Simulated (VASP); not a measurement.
Output of a VASP run:

OSZICAR:
```
       N       E                     dE             d eps       ncg     rms          rms(c)
DAV:   1     0.549295423673E+03    0.54930E+03   -0.22578E+04  1184   0.208E+03
DAV:   2     0.800696334904E+02   -0.46923E+03   -0.46140E+03  1184   0.642E+02
DAV:   3    -0.440375849075E+01   -0.84473E+02   -0.80695E+02  1808   0.253E+02
DAV:   4    -0.129946164379E+02   -0.85909E+01   -0.85517E+01  1544   0.699E+01
DAV:   5    -0.135277729999E+02   -0.53316E+00   -0.53286E+00  1496   0.166E+01    0.274E+01
DAV:   6    -0.241917297549E+02   -0.10664E+02   -0.29881E+02  1064   0.165E+02    0.204E+01
DAV:   7    -0.222131433546E+02    0.19786E+01   -0.15017E+01  1352   0.424E+01    0.136E+01
DAV:   8    -0.205981905677E+02    0.16150E+01   -0.30390E+01  1400   0.405E+01    0.520E+00
DAV:   9    -0.221046799933E+02   -0.15065E+01   -0.54063E+00  1272   0.177E+01    0.325E+00
DAV:  10    -0.220570943818E+02    0.47586E-01   -0.33145E-01  1336   0.350E+00    0.324E+00
DAV:  11    -0.221416016566E+02   -0.84507E-01   -0.10072E+00  1464   0.694E+00    0.239E+00
DAV:  12    -0.220720782376E+02    0.69523E-01   -0.57173E-01  1336   0.560E+00    0.117E+00
DAV:  13    -0.220676752536E+02    0.44030E-02   -0.15759E-02  1168   0.109E+00    0.997E-01
DAV:  14    -0.220624487581E+02    0.52265E-02   -0.83291E-03  1184   0.699E-01    0.557E-01
DAV:  15    -0.220610465397E+02    0.14022E-02   -0.18246E-02  1256   0.869E-01    0.127E-01
DAV:  16    -0.220614080669E+02   -0.36153E-03   -0.14915E-03   992   0.339E-01    0.634E-02
DAV:  17    -0.220615980989E+02   -0.19003E-03   -0.34434E-04  1304   0.153E-01    0.402E-02
DAV:  18    -0.220616009565E+02   -0.28576E-05   -0.78324E-05  1352   0.602E-02    0.451E-02
DAV:  19    -0.220615980872E+02    0.28693E-05   -0.11398E-04  1184   0.775E-02    0.529E-03
DAV:  20    -0.220615991101E+02   -0.10229E-05   -0.65983E-06  1096   0.264E-02    0.360E-03
DAV:  21    -0.220615994227E+02   -0.31264E-06   -0.95202E-07  1408   0.637E-03    0.179E-03
DAV:  22    -0.220615991920E+02    0.23075E-06   -0.14626E-07   528   0.308E-03    0.880E-04
DAV:  23    -0.220615990976E+02    0.94371E-07   -0.10058E-07   480   0.241E-03
   1 F= -.22061599E+02 E0= -.22061599E+02  d E =-.111442E-28
```

**OUTCAR**
```
------------------------ aborting loop because EDIFF is reached ----------------------------------------
  FORCE on cell =-STRESS in cart. coord.  units (eV):
  Direction    XX          YY          ZZ          XY          YZ          ZX
  --------------------------------------------------------------------------------------
  Total        2.2266557      2.2266557      2.2266557     -0.0000000     -0.0000000      0.0000000
  in kB       56.7960384     56.7960384     56.7960384     -0.0000000     -0.0000000      0.0000000
  external PRESSURE =      56.7960384 kB  Pullay stress =       0.0000000 kB
  volume of cell :       62.81
      direct lattice vectors                 reciprocal lattice vectors
     3.975104389  0.000000000  0.000000000     0.251565721  0.000000000  0.000000000
     0.000000000  3.975104389  0.000000000     0.000000000  0.251565721  0.000000000
     0.000000000  0.000000000  3.975104389     0.000000000  0.000000000  0.251565721
 POSITION                                       TOTAL-FORCE (eV/Angst)
 -----------------------------------------------------------------------------------
      0.00000      0.00000      0.00000         0.000000      0.000000      0.000000
      1.98755      1.98755      1.98755         0.000000      0.000000      0.000000
      1.98755      0.00000      1.98755         0.000000      0.000000      0.000000
      0.00000      1.98755      1.98755         0.000000      0.000000      0.000000
      1.98755      1.98755      0.00000         0.000000      0.000000      0.000000
 -----------------------------------------------------------------------------------
    total drift:                                0.000000      0.000000     -0.000000
  FREE ENERGIE OF THE ION-ELECTRON SYSTEM (eV)
  ---------------------------------------------------
  free  energy   TOTEN  =       -22.0615990976 eV

  energy  without entropy=      -22.0615990976  energy(sigma->0) =      -22.06159910
```
(Selected blocks of OUTCAR.)

**POSCAR**
```
BaTiO3
1
    3.9751043889     0.0000000000     0.0000000000
    0.0000000000     3.9751043889     0.0000000000
    0.0000000000     0.0000000000     3.9751043889
Ba Ti O
1 1 3
Direct
  0.0000000000   0.0000000000   0.0000000000
  0.5000000000   0.5000000000   0.5000000000
  0.5000000000   0.0000000000   0.5000000000
  0.0000000000   0.5000000000   0.5000000000
  0.5000000000   0.5000000000   0.0000000000
```

Q: Write an INCAR and KPOINTS that could have produced this output.

A: Several could match; the one computed here: the input of the run itself, revTPSS meta-GGA, plane waves, VASP's PBE PAW potentials (set 64).

INCAR:
```
LREAL = .FALSE.   ! projection in real space or not
LWAVE = .FALSE.
PREC = Accurate
LMIXTAU = .TRUE.
SIGMA = 0.05   ! width (eV)
ENCUT = 520
NELM = 100   ! most electronic steps
EDIFF = 1E-7
LMAXMIX = 4   ! l cut-off of mixed one-centre charges
METAGGA = RTPSS
SYSTEM = BaTiO3
ALGO = Normal
ISIF = 2   ! forces and stress, cell fixed
LASPH = .TRUE.   ! aspherical one-centre terms
ISMEAR = 0
LCHARG = .FALSE.
```

KPOINTS:
```
Regular mesh
0
G
  6 6 6
0 0 0
```

POTCAR, in this order: Ba_sv Ti_sv O (PBE.64 set). Program: vasp_std.

The compound is BaTiO3 in the cubic perovskite structure, the ideal cubic form; the compound distorts at low or room temperature. This cell is one point of a volume scan, at 0.97 of the reference volume.
